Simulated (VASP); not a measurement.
**Sb (Antimony): cell size and functional**

Which functional gives which lattice for Sb (Antimony)? The starting structure is a measured crystal structure from the Crystallography Open Database. The first relaxation on each setting starts from this cell expanded by 3 % in volume.

Method: Kohn-Sham DFT with plane waves and PAW; PBEsol, LDA and PBE, in VASP 6.6.1.

### Step 1. The starting structure

The structure is trigonal, space group R-3m (No. 166). The conventional cell has a = 4.308 Å, b = 4.308 Å, c = 11.274 Å, α = 90.00°, β = 90.00°, γ = 120.00°. Nearest to Sb lie 3 Sb at 2.91 Å.

As a file:

```cif
data_structure
_symmetry_space_group_name_H-M 'R-3m:H'
_symmetry_Int_Tables_number 166
_cell_length_a 4.3084
_cell_length_b 4.3084
_cell_length_c 11.2740
_cell_angle_alpha 90.000
_cell_angle_beta 90.000
_cell_angle_gamma 120.000
_cell_volume 181.23
loop_
_atom_site_label
_atom_site_type_symbol
_atom_site_symmetry_multiplicity
_atom_site_Wyckoff_symbol
_atom_site_fract_x
_atom_site_fract_y
_atom_site_fract_z
_atom_site_occupancy
Sb1 Sb 6 c 0.00000 0.00000 0.76651 1
```

### Step 2. Relaxation with PBEsol

PBEsol restores the gradient expansion of exchange and is tuned for the cells of solids. This run starts from the cell of an earlier relaxation, which isn't shown; the restart sets up the plane waves anew.

INCAR reads:

```
SYSTEM = Sb
PREC = Accurate
ENCUT = 450
EDIFF = 1E-06
NELM = 100
ISMEAR = 1
SIGMA = 0.15
LREAL = .FALSE.
ALGO = Normal
GGA = PS
NBANDS = 11
LORBIT = 11
LWAVE = .FALSE.
LCHARG = .FALSE.
KPAR = 2
IBRION = 2
NSW = 50
ISIF = 3
EDIFFG = -0.004
```

POSCAR reads:

```
Sb
1.0
    2.1636083885      1.2491598855      3.6809938693
   -2.1636083885      1.2491598855      3.6809938693
    0.0000000000     -2.4983197710      3.6809938693
Sb
2
Direct
    0.7638741967      0.7638741967      0.7638741967
    0.2361258033      0.2361258033      0.2361258033
```

KPOINTS reads:

```
Automatic mesh
0
Gamma
12 12 12
0 0 0
```

Potentials, in the order of the species: Sb (PBE family, release 64).

Command:

```console
mpirun -np 2 vasp_std
```

The log of the run:

```text
[banner, memory and clock lines left out]
running    2 mpi-ranks, on    1 nodes
 distrk:  each k-point on    1 cores,    2 groups
 distr:  one band on    1 cores,    1 groups

 POSCAR found type information on POSCAR Sb
 POSCAR found :  1 types and       2 ions
|                                                                             |
|               ----> ADVICE to this user running VASP <----                  |
|                                                                             |
|     You enforced a specific xc type in the INCAR file but a different       |
|     [... a line on the potential file left out ...]
|     I HOPE YOU KNOW WHAT YOU ARE DOING!                                     |
|                                                                             |

 LDA part: xc-table for (Slater+PW92), standard interpolation
 POSCAR, INCAR and KPOINTS ok, starting setup
 FFT: planning ... GRIDC
 FFT: planning ... GRID_SOFT
 FFT: planning ... GRID
 WAVECAR not read
 entering main loop
       N       E                     dE             d eps       ncg     rms          rms(c)
DAV:   1     0.320210866285E+02    0.32021E+02   -0.33054E+03  4158   0.635E+02
DAV:   2    -0.732241470903E+01   -0.39344E+02   -0.38083E+02  5468   0.109E+02
DAV:   3    -0.911414095927E+01   -0.17917E+01   -0.17620E+01  4970   0.257E+01
DAV:   4    -0.913107189775E+01   -0.16931E-01   -0.16912E-01  4708   0.291E+00
DAV:   5    -0.913125918795E+01   -0.18729E-03   -0.18729E-03  4791   0.349E-01    0.287E+00
DAV:   6    -0.912212626313E+01    0.91329E-02   -0.21600E-03  4710   0.282E-01    0.172E+00
DAV:   7    -0.911664612106E+01    0.54801E-02   -0.50905E-03  4587   0.424E-01    0.579E-02
DAV:   8    -0.911667667633E+01   -0.30555E-04   -0.11685E-04  4725   0.763E-02    0.174E-02
DAV:   9    -0.911668364859E+01   -0.69723E-05   -0.13981E-05  4710   0.233E-02    0.478E-03
DAV:  10    -0.911668312380E+01    0.52479E-06   -0.18798E-06  3351   0.770E-03
   1 F= -.91166831E+01 E0= -.91171120E+01  d E =-.911668E+01
 curvature:   0.00 expect dE= 0.000E+00 dE for cont linesearch  0.000E+00
 trial: gam= 0.00000 g(F)=  0.767E-06 g(S)=  0.139E-06 ort = 0.000E+00 (trialstep = 0.100E+01)
 search vector abs. value=  0.906E-06
 reached required accuracy - stopping structural energy minimisation
```

The job ended after 19 s (2 MPI ranks of Intel Xeon Platinum 8488C (Sapphire Rapids), shared host; peak memory 0.44 GiB).

The logs omit lines about the potential files and the build; timing stands in the text.

From OUTCAR (step 2):

```text
ion  position               nearest neighbor table
   1  0.764  0.764  0.764-   2 2.93   2 2.93   2 2.93   2 3.29   2 3.29   2 3.29
   2  0.236  0.236  0.236-   1 2.93   1 2.93   1 2.93   1 3.29   1 3.29   1 3.29

  LATTYP: Found a trigonal (rhomboedric) cell.
 ALAT       =     4.4487433669
 COS(alpha) =     0.5269439492

 Subroutine GETGRP returns: Found 12 space group operations
 (whereof 12 operations were pure point group operations)

The static configuration has the point symmetry D_3d.

 Found    189 irreducible k-points:

   k-points           NKPTS =    189   k-points in BZ     NKDIM =    189   number of bands    NBANDS=     11

   dimension x,y,z NGX =    32 NGY =   32 NGZ =   32
   dimension x,y,z NGXF=    64 NGYF=   64 NGZF=   64

   ENCUT  =  450.0 eV  33.07 Ry    5.75 a.u.   7.69  7.69  7.69*2*pi/ulx,y,z

   NELECT =      10.0000    total number of electrons

 k-points in reciprocal lattice and weights: Automatic mesh
   0.00000000  0.00000000  0.00000000       0.001
   0.08333333 -0.00000000  0.00000000       0.003
   0.16666667  0.00000000 -0.00000000       0.003
   0.25000000  0.00000000  0.00000000       0.003
   0.33333333 -0.00000000  0.00000000       0.003
   0.41666667  0.00000000  0.00000000       0.003
   0.50000000  0.00000000  0.00000000       0.002
   0.08333333  0.08333333  0.00000000       0.003
   0.16666667  0.08333333  0.00000000       0.007
[...]
-0.41666667  0.50000000  0.41666667       0.003
   0.50000000  0.50000000  0.50000000       0.001

 average (electrostatic) potential at core
       1 -85.5596       2 -85.5596

 E-fermi :   7.1969

 k-point     1 :       0.0000    0.0000    0.0000
  band No.  band energies     occupation
      1      -5.4986      2.00000
      2       2.5251      2.00000
      3       5.2903      2.00000
      4       5.4271      2.00000
      5       5.4271      2.00000
      6       9.5746     -0.00000
      7      10.0609     -0.00000
      8      10.0609     -0.00000
      9      12.1654      0.00000
     10      12.1654      0.00000
    ...

 k-point     2 :       0.0833   -0.0000    0.0000
  band No.  band energies     occupation
      1      -5.4217      2.00000
      2       2.1475      2.00000
      3       5.3124      2.00000
      4       5.4186      2.00000
      5       5.6105      2.00000
      6       9.4800     -0.00000
      7       9.8339     -0.00000
      8       9.8343     -0.00000
      9      11.8742      0.00000
     10      12.2000      0.00000
    ...

 k-point     3 :       0.1667    0.0000   -0.0000
  band No.  band energies     occupation
      1      -5.1916      2.00000
      2       1.2825      2.00000
      3       5.3334      2.00000
      4       5.4031      2.00000
      5       5.9706      2.00000
      6       9.1057     -0.00000
      7       9.2733     -0.00000
      8       9.2952     -0.00000
      9      11.7346      0.00000
     10      12.3108      0.00000
    ...

  Total        0.0014612      0.0014612     -0.0012256      0.0000000      0.0000000      0.0000000
  in kB        0.0392212      0.0392212     -0.0328958      0.0000000      0.0000000      0.0000000
  external PRESSURE =       0.0151822 kB  Pullay stress =       0.0000000 kB

  energy-cutoff  :      450.00
  volume of cell :       59.69
      direct lattice vectors                 reciprocal lattice vectors
     2.163608389  1.249159885  3.680993869     0.231095425  0.133423006  0.090555254
    -2.163608389  1.249159885  3.680993869    -0.231095425  0.133423006  0.090555254
     0.000000000 -2.498319771  3.680993869     0.000000000 -0.266846012  0.090555254

 POSITION                                       TOTAL-FORCE (eV/Angst)
 -----------------------------------------------------------------------------------
      0.00000      0.00000      8.43545         0.000000      0.000000     -0.002819
      0.00000      0.00000      2.60753         0.000000      0.000000      0.002819
 -----------------------------------------------------------------------------------
    total drift:                                0.000000     -0.000000      0.000000

  FREE ENERGIE OF THE ION-ELECTRON SYSTEM (eV)
  ---------------------------------------------------
  free  energy   TOTEN  =        -9.1166831238 eV

  energy  without entropy=       -9.1179697720  energy(sigma->0) =       -9.11711201

 reached required accuracy - stopping structural energy minimisation

 total charge
# of ion       s       p       d       tot
------------------------------------------
    1        1.215   1.143   0.036   2.394
    2        1.215   1.143   0.036   2.394
--------------------------------------------------
tot          2.431   2.285   0.072   4.788

[... 3 further parts left out ...]
```

The PAW data sets were made with PBE, which is usual practice but a small mismatch for other functionals. The run keeps the 12 symmetry operations of its start, so it cannot find a distortion of lower symmetry.

With PBEsol the relaxed cell holds 29.846 Å³ an atom, -1.19 % against the measured cell, with a = 4.327 Å and c = 11.043 Å. Pressures at 0.985 and 1.015 times this volume, from two more relaxations that aren't shown, give a bulk modulus of 44.2 GPa.

### Step 3. Relaxation with LDA

LDA, the lowest rung, knows the local density alone. This run starts from the cell of an earlier relaxation, which isn't shown; the restart sets up the plane waves anew.

INCAR: that of step 2 with these lines changed.

```diff
@@ -9,3 +9,3 @@
 ALGO = Normal
-GGA = PS
+GGA = CA
 NBANDS = 11
```

POSCAR reads:

```
Sb
1.0
    2.1512688704      1.2420356614      3.6482720531
   -2.1512688704      1.2420356614      3.6482720531
    0.0000000000     -2.4840713229      3.6482720531
Sb
2
Direct
    0.7635934550      0.7635934550      0.7635934550
    0.2364065450      0.2364065450      0.2364065450
```

KPOINTS is that of step 2.

Potentials, in the order of the species: Sb (LDA family, release 64).

Command:

```console
mpirun -np 2 vasp_std
```

The log of the run:

```text
[banner, memory and clock lines left out]
running    2 mpi-ranks, on    1 nodes
[...]
LDA part: xc-table for (Slater(with rela. corr.)+CA(PZ))
 , standard interpolation
 POSCAR, INCAR and KPOINTS ok, starting setup
[...]
entering main loop
       N       E                     dE             d eps       ncg     rms          rms(c)
DAV:   1     0.344165471239E+02    0.34417E+02   -0.33036E+03  4158   0.637E+02
DAV:   2    -0.777179263883E+01   -0.42188E+02   -0.40942E+02  5705   0.111E+02
DAV:   3    -0.963550535768E+01   -0.18637E+01   -0.18461E+01  5033   0.265E+01
DAV:   4    -0.965216238292E+01   -0.16657E-01   -0.16652E-01  4668   0.302E+00
[...]
DAV:   8    -0.962859697002E+01   -0.12167E-04   -0.18668E-04  4701   0.985E-02    0.172E-02
DAV:   9    -0.962860060318E+01   -0.36332E-05   -0.13117E-05  4740   0.223E-02    0.582E-03
DAV:  10    -0.962860024165E+01    0.36154E-06   -0.15405E-06  2915   0.695E-03
   1 F= -.96286002E+01 E0= -.96290278E+01  d E =-.962860E+01
[...]
reached required accuracy - stopping structural energy minimisation
```

It took 18 s on 2 MPI ranks; peak memory 0.41 GiB.

OUTCAR, selected parts (step 3):

```text
  Total       -0.0007796     -0.0007796     -0.0010788      0.0000000      0.0000000      0.0000000
  in kB       -0.0213548     -0.0213548     -0.0295531      0.0000000      0.0000000      0.0000000
  external PRESSURE =      -0.0240876 kB  Pullay stress =       0.0000000 kB

 POSITION                                       TOTAL-FORCE (eV/Angst)
 -----------------------------------------------------------------------------------
      0.00000     -0.00000      8.35739         0.000000      0.000000     -0.001631
      0.00000     -0.00000      2.58743         0.000000     -0.000000      0.001631
 -----------------------------------------------------------------------------------
    total drift:                                0.000000      0.000000      0.000000

  FREE ENERGIE OF THE ION-ELECTRON SYSTEM (eV)
  ---------------------------------------------------
  free  energy   TOTEN  =        -9.6286002416 eV

  energy  without entropy=       -9.6298828506  energy(sigma->0) =       -9.62902778

[... 2 parts as in an earlier step ...]

[... 2 further parts left out ...]
[key lines of the parts left out:]
E-fermi :   7.4585
```

With LDA the relaxed cell holds 29.244 Å³ an atom, -3.18 % against the measured cell, with a = 4.303 Å and c = 10.945 Å. That is -2.02 % from PBEsol. Pressures at 0.985 and 1.015 times this volume, from two more relaxations that aren't shown, give a bulk modulus of 47.3 GPa.

### Step 4. Relaxation with PBE

PBE, the usual starting point, adds the gradient of the density.

INCAR: that of step 3 with these lines changed.

```diff
@@ -9,3 +9,3 @@
 ALGO = Normal
-GGA = CA
+GGA = PE
 NBANDS = 11
```

POSCAR reads:

```
Sb
1.0
    2.1755301001      1.2560428889      3.7952103408
   -2.1755301001      1.2560428889      3.7952103408
    0.0000000000     -2.5120857778      3.7952103408
Sb
2
Direct
    0.7665100000      0.7665100000      0.7665100000
    0.2334900000      0.2334900000      0.2334900000
```

KPOINTS is that of step 3.

PAW data sets: Sb (PBE family, release 64).

Command:

```console
mpirun -np 2 vasp_std
```

The log of the run:

```text
[banner, memory and clock lines left out]
running    2 mpi-ranks, on    1 nodes
[...]
LDA part: xc-table for (Slater+PW92), standard interpolation
 POSCAR, INCAR and KPOINTS ok, starting setup
[...]
entering main loop
       N       E                     dE             d eps       ncg     rms          rms(c)
DAV:   1     0.325812453885E+02    0.32581E+02   -0.33226E+03  4158   0.635E+02
DAV:   2    -0.650030482688E+01   -0.39082E+02   -0.37833E+02  5557   0.106E+02
DAV:   3    -0.825558332486E+01   -0.17553E+01   -0.17406E+01  4985   0.254E+01
DAV:   4    -0.827168220446E+01   -0.16099E-01   -0.16097E-01  4698   0.293E+00
[...]
DAV:   8    -0.827054194811E+01   -0.11460E-03   -0.23221E-04  4788   0.972E-02    0.275E-02
DAV:   9    -0.827057348833E+01   -0.31540E-04   -0.49219E-05  4539   0.449E-02    0.553E-03
DAV:  10    -0.827057402256E+01   -0.53424E-06   -0.65618E-06  4873   0.141E-02
   1 F= -.82705740E+01 E0= -.82707811E+01  d E =-.827057E+01
[... from here on, the cycles between the ionic steps are left out ...]
   2 F= -.82727453E+01 E0= -.82729033E+01  d E =-.217132E-02
   3 F= -.82742828E+01 E0= -.82744586E+01  d E =-.370875E-02
   4 F= -.82742818E+01 E0= -.82744570E+01  d E =-.370776E-02
   5 F= -.82743360E+01 E0= -.82745075E+01  d E =-.541748E-04
   6 F= -.82743967E+01 E0= -.82745605E+01  d E =-.114948E-03
   7 F= -.82744164E+01 E0= -.82745780E+01  d E =-.196886E-04
   8 F= -.82744189E+01 E0= -.82745799E+01  d E =-.221323E-04
   9 F= -.82744250E+01 E0= -.82745824E+01  d E =-.616634E-05
 trial-energy change:   -0.000006  1 .order   -0.000008   -0.000021    0.000006
 step:   1.0053(harm=  1.0053)  dis= 0.00002  next Energy=    -8.274427 (dE=-0.839E-05)
 reached required accuracy - stopping structural energy minimisation
```

Wall time 94 s (2 MPI ranks); peak memory 0.48 GiB.

OUTCAR, selected parts (step 4):

```text
  Total       -0.0018805     -0.0018805     -0.0053396     -0.0000000      0.0000000      0.0000000
  in kB       -0.0474245     -0.0474245     -0.1346579     -0.0000000      0.0000000      0.0000000
  external PRESSURE =      -0.0765023 kB  Pullay stress =       0.0000000 kB

 POSITION                                       TOTAL-FORCE (eV/Angst)
 -----------------------------------------------------------------------------------
     -0.00000      0.00000      8.80331        -0.000000      0.000000      0.003552
     -0.00000      0.00000      2.67893         0.000000      0.000000     -0.003552
 -----------------------------------------------------------------------------------
    total drift:                                0.000000      0.000000     -0.000000

  FREE ENERGIE OF THE ION-ELECTRON SYSTEM (eV)
  ---------------------------------------------------
  free  energy   TOTEN  =        -8.2744250280 eV

  energy  without entropy=       -8.2748970523  energy(sigma->0) =       -8.27458237

[... 2 parts as in an earlier step ...]

[... 2 further parts left out ...]
[key lines of the parts left out:]
E-fermi :   6.6054
```

Logs of long relaxations may skip ionic steps without a mark.

With PBE the relaxed cell holds 31.766 Å³ an atom, +5.16 % against the measured cell, with a = 4.378 Å and c = 11.482 Å. That is +6.43 % from PBEsol. Pressures at 0.985 and 1.015 times this volume, from two more relaxations that aren't shown, give a bulk modulus of 33.2 GPa.

### Step 5. All runs side by side

```
 level  volume (Å³/atom)  against the measured cell (%)   a (Å)    c (Å)  bulk modulus (GPa)  pressure left (GPa)  core minutes
PBEsol            29.846                          -1.19  4.3272   11.043                44.2                  0.0          3.86
   LDA            29.244                          -3.18  4.3025  10.9448                47.3                  0.0          3.57
   PBE            31.766                           5.16   4.378  11.4822                33.2                -0.01          3.13
```

Core minutes are wall time times ranks, summed over the relaxations behind a row (those for a bulk modulus apart), on shared hosts.

### Step 6. Summary of results

| Item | Value |
| --- | --- |
| volume, PBEsol | 29.85 Å³/atom |
| volume, LDA | 29.24 Å³/atom |
| volume, PBE | 31.77 Å³/atom |

Across 3 levels the volume of Sb (Antimony) spans 8.6 %, from 29.24 Å³ an atom (LDA) to 31.77 Å³ (PBE). Against the measured volume of the starting structure, PBEsol comes nearest (-1.2 %) and PBE lies farthest (+5.2 %). The measured cell holds zero-point expansion and, unless it was taken cold, thermal expansion, which the runs lack, so small differences decide nothing. The bulk modulus goes from 33.2 GPa (PBE) to 47.3 GPa (LDA). All runs keep the symmetry of the start, so they can't find a distortion of lower symmetry. Further runs on this material are not shown.

[Lines on the potential files, build, host, timing and source positions are cut from VASP's logs without a mark.]

[Logs are printed without paths, hosts, clocks, repeated set-up lines and the standing remarks that a program may print on its own settings, such as how far it seeks lower states.]

[Hosts, paths, dates, database ids (printed as entryN), source tags and the programs' standing remarks are cut or masked in the printed files.]
